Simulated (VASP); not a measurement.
Wanted: the native input for a VASP 6.6.1 run.

* Task: relaxation of cell and atoms
* Functional: PBE
* Potentials or basis: VASP PAW PBE potentials, release 64 (Al, N)
* Cutoff: 520 eV
* k mesh: 6 × 6 × 2
* Occupations: gaussian, width 0.02 eV
* Spin: no spin polarisation
* Further INCAR settings: ALGO = Normal; EDIFF = 1e-07; IBRION = 2; EDIFFG = -0.002; NSW = 80; ISIF = 3

The structure of AlN lies in POSCAR:

```
AlN
1.0
    3.1130000000      0.0000000000      0.0000000000
   -1.5565000000      2.6959370800      0.0000000000
    0.0000000000      0.0000000000      4.9810000000
Al N
2 2
Direct
    0.3333333300      0.6666666700      0.0000000000
    0.6666666700      0.3333333300      0.5000000000
    0.3333333300      0.6666666700      0.3800000000
    0.6666666700      0.3333333300      0.8800000000
```

The input as run:

INCAR

```
SYSTEM = AlN
PREC = Accurate ; ENCUT = 520
EDIFF = 1E-7 ; ISMEAR = 0
SIGMA = 0.02 ; LREAL = .False.
LASPH = .True. ; NELM = 80
ALGO = Normal ; ISIF = 3
LWAVE = .False. ; LCHARG = .False.
GGA = PE ; IBRION = 2
NSW = 80 ; EDIFFG = -0.002
KPAR = 4
```

KPOINTS

```
Automatic mesh
0
Gamma
  6 6 2
  0 0 0
```

Potentials or basis: VASP PAW PBE potentials, release 64 (Al, N).

The run is started by

```console
$ cat potpaw_PBE.64/Al/POTCAR potpaw_PBE.64/N/POTCAR > POTCAR
$ mpirun -np 4 vasp_std > vasp.out
```

It gave:

- Relaxed volume: 10.63 Å³/atom
- Relaxed cell: a = 3.128 Å, b = 3.128 Å, c = 5.016 Å, α = 90.00°, β = 90.00°, γ = 120.00°
- Space group after relaxing (to 0.05 Å): P6_3mc (No. 186)
- Energy gained by relaxing: 2.2 meV/atom
- Ionic steps: 8
- Pressure after relaxing: 0.0 GPa
- Band gap on the k mesh: 4.06 eV, direct

Caveat: the k mesh is coarse (spacing up to 0.63 Å⁻¹), so the values aren't converged.

Wall time 9.1 s on 4 MPI ranks on Intel(R) Xeon(R) Platinum 8488C (Sapphire Rapids), with other jobs on the host, peak memory 0.15 GiB a rank.
